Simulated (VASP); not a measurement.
Calculation: PBE GGA, VASP's PBE PAW potentials (set 64) (plane waves; VASP).

Input for VASP

**POSCAR**
```
Zn35NO35
9.8646430
  0.4999999186  -0.8660254006   0.0000000000
  0.4999999186   0.8660254006   0.0000000000
  0.0000000000   0.0000000000   1.0730013680
Zn O N
35 35 1
Cartesian
  0.1680199737  -0.0975691546   0.2714633831
  0.1661924113   0.0954758847   0.0006940258
  0.1694507768  -0.0977803097   0.8009477076
  0.1668620396   0.0934969652   0.5373274549
  0.3332914308   0.1917965708   0.2690121809
  0.3333997183   0.3848690365   0.0014832032
  0.3324860797   0.1922234272   0.8062746895
  0.3338696492   0.3848499858   0.5384629388
  0.5004246462   0.4813021802   0.2690736335
  0.5005053991   0.6738360301   0.0004608013
  0.5003718552   0.4813695466   0.8057195720
  0.5041288774   0.6735088407   0.5370584505
  0.3329862244  -0.3833375078   0.2713613767
  0.3328432263  -0.1927103231   1.0669207499
  0.3333476546  -0.3816791387   0.8007053436
  0.4953769050  -0.0990624092   0.2689339191
  0.5001682411   0.0961325648   0.0001715614
  0.4992014336  -0.0967820490   0.8033366628
  0.4970372362   0.0950611253   0.5396208689
  0.6658297748   0.1927244983   0.2703480955
  0.6671814581   0.3852214343   0.0002895821
  0.6678946200   0.1931677431   0.8054117642
  0.6687785026   0.3880138145   0.5369373741
  0.5007619093  -0.6732123342   0.2700813760
  0.4990880424  -0.4811276238   0.0005640336
  0.4997938441  -0.6736301672   0.8053816832
  0.4981077175  -0.4801832780   0.5373420072
  0.6661935758  -0.3847635235   0.2690765139
  0.6666982325  -0.1922997182   0.0001591874
  0.6661881512  -0.3856012727   0.8063225096
  0.6647290911  -0.1948640511   0.5396527690
  0.8332427224  -0.0970767628   0.2704194234
  0.8333621681   0.0962762320   0.0020451126
  0.8345689203  -0.0954073192   0.8055551236
  0.8330695462   0.0959593213   0.5353220732
  0.1524500003  -0.0878182492   0.4663718662
  0.1670669775   0.0965228725   0.2031500661
  0.1650235807  -0.0953536831   1.0079124580
  0.1666492527   0.0971000909   0.7407898371
  0.3331211766   0.1931822313   0.4734350645
  0.3330747926   0.3846593130   0.2049357206
  0.3334329393   0.1925251205   1.0092030703
  0.3334011774   0.3848399269   0.7413448975
  0.4993255011   0.4805207273   0.4730942564
  0.4990314486   0.6730882908   0.2031894826
  0.4995939670   0.4808916845   1.0087789380
  0.4995970853   0.6734169594   0.7405381936
  0.3337819830  -0.4023000709   0.4662676854
  0.3321913108  -0.1933005691   0.1991753871
  0.3333006615  -0.3867064602   1.0077739325
  0.3351445393  -0.1913249233   0.7587294164
  0.4995627205   0.0952360046   0.2028616616
  0.5018363774  -0.0952244586   1.0090644363
  0.5002173270   0.0979865280   0.7416725221
  0.6642878290   0.1921844827   0.4741406438
  0.6657559773   0.3842104429   0.2030457325
  0.6668024924   0.1921763005   1.0085387546
  0.6662921330   0.3847109896   0.7404237722
  0.5006144925  -0.6736344572   0.4733024180
  0.5006373761  -0.4810780108   0.2030803274
  0.4997187806  -0.6737649542   1.0086581109
  0.5008252772  -0.4815344323   0.7407579368
  0.6675488480  -0.3859457696   0.4734891187
  0.6658008300  -0.1924796937   0.2029076407
  0.6668879170  -0.3849289189   1.0092004030
  0.6684807601  -0.1932031521   0.7417245307
  0.8324334616  -0.0983945976   0.4742187707
  0.8330971644   0.0960960917   0.2057414590
  0.8332049505  -0.0959580348   1.0086257883
  0.8333565930   0.0962835437   0.7396162190
  0.5205824386  -0.0847809576   0.4637668641
```

INCAR:
```
SYSTEM  =  Zn35NO35
PREC  =  Normal; ENCUT  =  400; LREAL  =  Auto
LASPH  =  .TRUE.; ISYM  =  0
EDIFF  =  1E-6; NELM  =  100; NELMIN  =  4
ALGO  =  Fast; LMAXMIX  =  4
ISMEAR  =  0; SIGMA  =  0.05
GGA  =  PE
ISPIN  =  2; MAGMOM  =  71*0.0423; NUPDOWN  =  3
LWAVE  =  .FALSE.; LCHARG  =  .FALSE.; LORBIT  =  11
LHYPERFINE  =  .TRUE.
```

### KPOINTS
```
Automatic mesh
0
G
 1 1 1
0 0 0
```

POTCAR, in this order: Zn O N (PBE.64 set). Program: vasp_gam. Read from the step before: WAVECAR.

Output of the run:

File OSZICAR:
```
       N       E                     dE             d eps       ncg     rms          rms(c)
DAV:   1    -0.313269121591E+03   -0.31327E+03   -0.48057E-05  1640   0.372E-02    0.275E-02
RMM:   2    -0.313269131362E+03   -0.97710E-05   -0.52494E-05  1766   0.119E-02    0.625E-02
RMM:   3    -0.313269115115E+03    0.16248E-04   -0.15528E-05  1530   0.797E-03    0.930E-03
RMM:   4    -0.313269115440E+03   -0.32522E-06   -0.42399E-06  1239   0.257E-03
   1 F= -.31326912E+03 E0= -.31326761E+03  d E =-.301850E-02  mag=     3.0000
```

OUTCAR:
```
------------------------ aborting loop because EDIFF is reached ----------------------------------------
  FORCE on cell =-STRESS in cart. coord.  units (eV):
  Direction    XX          YY          ZZ          XY          YZ          ZX
  --------------------------------------------------------------------------------------
  Total      -22.1473557    -21.3703864    -24.2340773     -0.2515922     -0.0535106     -0.0938266
  in kB      -39.7793341    -38.3838032    -43.5273390     -0.4518902     -0.0961116     -0.1685239
  external PRESSURE =     -40.5634921 kB  Pullay stress =       0.0000000 kB
  volume of cell :      892.02
      direct lattice vectors                 reciprocal lattice vectors
     4.932320697 -8.543031406  0.000000000     0.101372159 -0.058527234  0.000000000
     4.932320697  8.543031406  0.000000000     0.101372159  0.058527234  0.000000000
     0.000000000  0.000000000 10.584775434     0.000000000  0.000000000  0.094475316
 POSITION                                       TOTAL-FORCE (eV/Angst)
 -----------------------------------------------------------------------------------
      1.65746     -0.96248      2.67789        -0.007149      0.001192     -0.024804
      1.63943      0.94184      0.00685        -0.004274      0.009034      0.000916
      1.67157     -0.96457      7.90106        -0.014400      0.008588      0.015525
      1.64603      0.92231      5.30054        -0.003146      0.005341      0.000745
      3.28780      1.89200      2.65371        -0.003745     -0.002642      0.009699
      3.28887      3.79660      0.01463        -0.000484     -0.001539      0.012665
      3.27986      1.89622      7.95361        -0.000595     -0.012867     -0.000200
      3.29350      3.79641      5.31174        -0.000017      0.005200     -0.010872
      4.93651      4.74787      2.65432         0.002204      0.001489      0.003763
      4.93731      6.64715      0.00455        -0.014190     -0.001994      0.003838
      4.93599      4.74854      7.94814         0.013110      0.007627     -0.004812
      4.97305      6.64392      5.29789         0.003664      0.006558      0.001137
      3.28479     -3.78149      2.67688        -0.001380     -0.009865     -0.019821
      3.28338     -1.90102     10.52479        -0.000785     -0.002156     -0.001991
      3.28836     -3.76513      7.89867         0.004825     -0.015686      0.017729
      4.88672     -0.97722      2.65294         0.008873      0.006457     -0.019947
      4.93398      0.94831      0.00169         0.005557      0.010589     -0.004090
      4.92444     -0.95472      7.92463         0.017761      0.007640      0.020935
      4.90309      0.93774      5.32317         0.007595      0.005973     -0.001978
      6.56817      1.90116      2.66689        -0.007810     -0.000794     -0.002497
      6.58151      3.80007      0.00286        -0.007990     -0.009586      0.004062
      6.58854      1.90553      7.94510        -0.009610      0.002954     -0.004563
      6.59726      3.82762      5.29670         0.006020      0.002332     -0.002001
      4.93984     -6.64100      2.66426        -0.001756     -0.003820     -0.007179
      4.92333     -4.74615      0.00556         0.007210     -0.008712      0.003458
      4.93029     -6.64512      7.94480         0.009680     -0.000545      0.003045
      4.91365     -4.73684      5.30069        -0.000895     -0.003960     -0.001561
      6.57176     -3.79555      2.65434        -0.004923     -0.000458      0.009744
      6.57674     -1.89697      0.00157         0.014294      0.000378      0.000664
      6.57171     -3.80382      7.95408        -0.010691      0.005991     -0.004363
      6.55732     -1.92226      5.32348         0.005908      0.007487      0.000063
      8.21964     -0.95763      2.66759        -0.004888     -0.009409     -0.004473
      8.22082      0.94973      0.02017        -0.003525     -0.001731      0.005006
      8.23272     -0.94116      7.94651         0.001680     -0.010116     -0.006525
      8.21793      0.94660      5.28076         0.001412     -0.001518     -0.011096
      1.50386     -0.86630      4.60059         0.011656     -0.006982     -0.016651
      1.64806      0.95216      2.00400        -0.000057      0.001583      0.004773
      1.62790     -0.94063      9.94270        -0.002519     -0.006030      0.009518
      1.64394      0.95786      7.30763        -0.005605      0.004955      0.002333
      3.28612      1.90567      4.67027         0.000703      0.005993      0.002719
      3.28566      3.79453      2.02162         0.000195     -0.001934      0.009177
      3.28920      1.89919      9.95543        -0.001375      0.003245      0.002901
      3.28888      3.79631      7.31310         0.001582      0.001141      0.000383
      4.92567      4.74017      4.66691        -0.009194     -0.005629      0.000017
      4.92277      6.63978      2.00439        -0.003459     -0.002663     -0.002365
      4.92832      4.74382      9.95124         0.000978      0.000421      0.004241
      4.92835      6.64302      7.30514         0.001771     -0.001481      0.001944
      3.29264     -3.96855      4.59956         0.001225      0.018144     -0.022537
      3.27695     -1.90684      1.96479         0.000093      0.004199     -0.005995
      3.28789     -3.81472      9.94133        -0.004024      0.000535      0.007594
      3.30608     -1.88735      7.48459         0.007651     -0.001729      0.026586
      4.92801      0.93947      2.00116        -0.008238      0.003407     -0.003371
      4.95044     -0.93936      9.95406        -0.003994     -0.006119      0.012232
      4.93447      0.96660      7.31633         0.007093      0.000622      0.003281
      6.55296      1.89583      4.67723         0.003835      0.010408     -0.005451
      6.56745      3.79010      2.00297        -0.004259     -0.003165     -0.000306
      6.57777      1.89575      9.94887         0.004078      0.000465      0.001550
      6.57273      3.79504      7.30402        -0.000963     -0.001812      0.003972
      4.93838     -6.64516      4.66896        -0.000278      0.002287     -0.002287
      4.93861     -4.74566      2.00331         0.001602     -0.002823      0.001907
      4.92955     -6.64645      9.95005        -0.003783      0.000017      0.005785
      4.94046     -4.75017      7.30731         0.001775     -0.006700      0.005303
      6.58513     -3.80722      4.67080         0.002174      0.001634      0.002015
      6.56789     -1.89874      2.00161        -0.002368     -0.006887     -0.005472
      6.57861     -3.79719      9.95540         0.000962     -0.002804      0.004692
      6.59432     -1.90588      7.31685        -0.000444      0.003315      0.001902
      8.21166     -0.97063      4.67800         0.007858      0.002163     -0.007372
      8.21821      0.94795      2.02957        -0.005854     -0.005429      0.004687
      8.21927     -0.94659      9.94973         0.000704      0.000683      0.004058
      8.22077      0.94980      7.29605        -0.001286     -0.000193     -0.011576
      5.13536     -0.83633      4.57489        -0.005771     -0.000264     -0.020405
 -----------------------------------------------------------------------------------
    total drift:                               -0.018857      0.007472      0.081316
  FREE ENERGIE OF THE ION-ELECTRON SYSTEM (eV)
  ---------------------------------------------------
  free  energy   TOTEN  =      -313.2691154400 eV

  energy  without entropy=     -313.2660969391  energy(sigma->0) =     -313.26760619

 total charge

# of ion       s       p       d       tot
------------------------------------------
    1        0.446   0.463   9.884  10.792
    2        0.443   0.460   9.890  10.793
    3        0.446   0.467   9.887  10.800
    4        0.450   0.475   9.885  10.811
    5        0.441   0.454   9.887  10.781
    6        0.441   0.456   9.890  10.787
    7        0.443   0.460   9.889  10.792
    8        0.446   0.463   9.887  10.796
    9        0.441   0.455   9.889  10.785
   10        0.443   0.459   9.890  10.792
   11        0.442   0.457   9.890  10.789
   12        0.451   0.473   9.883  10.807
   13        0.445   0.463   9.884  10.792
...
```
(Selected blocks of OUTCAR.)

OUTCAR:
```
 val. band max:        0.7469988870   @ k =   0.0000   0.0000   0.0000

 cond. band min:       0.8690052290   @ k =   0.0000   0.0000   0.0000


 Fermi energy:         1.0502175448

 spin component 1

 k-point     1 :       0.0000    0.0000    0.0000
  band No.  band energies     occupation
      1     -17.0651      1.00000
      2     -16.7707      1.00000
      3     -16.7514      1.00000
      4     -16.7039      1.00000
      5     -16.6836      1.00000
      6     -16.6289      1.00000
      7     -16.6223      1.00000
      8     -16.5975      1.00000
      9     -16.5829      1.00000
     10     -16.5173      1.00000
     11     -16.5093      1.00000
     12     -16.4954      1.00000
     13     -16.4766      1.00000
     14     -16.4569      1.00000
     15     -16.4490      1.00000
     16     -16.4472      1.00000
     17     -16.4401      1.00000
     18     -16.4133      1.00000
     19     -16.4052      1.00000
     20     -16.3995      1.00000
     21     -16.3951      1.00000
     22     -16.3377      1.00000
     23     -16.3208      1.00000
     24     -16.3023      1.00000
     25     -16.2978      1.00000
     26     -16.2843      1.00000
     27     -16.2768      1.00000
     28     -16.2739      1.00000
     29     -16.2622      1.00000
     30     -16.2522      1.00000
     31     -16.2419      1.00000
     32     -16.2399      1.00000
     33     -15.9913      1.00000
     34     -15.9820      1.00000
     35     -15.8205      1.00000
     36     -12.9266      1.00000
     37      -5.2460      1.00000
     38      -5.2346      1.00000
     39      -5.2207      1.00000
     40      -5.2014      1.00000
     41      -5.1952      1.00000
     42      -5.1848      1.00000
     43      -5.1516      1.00000
     44      -5.1416      1.00000
     45      -5.1368      1.00000
     46      -5.1315      1.00000
     47      -5.1204      1.00000
     48      -5.1159      1.00000
     49      -5.1024      1.00000
...
```

At this cut-off the stress carries a Pulay error, which pulls relaxed volumes low.  The supercell is sampled at Γ alone, which is coarse: total energies, pressure and levels can be off, energies of defects by several tenths of an eV.

The cell is a supercell with a defect, built from ZnO (wurtzite): N_O-vac_Zn.
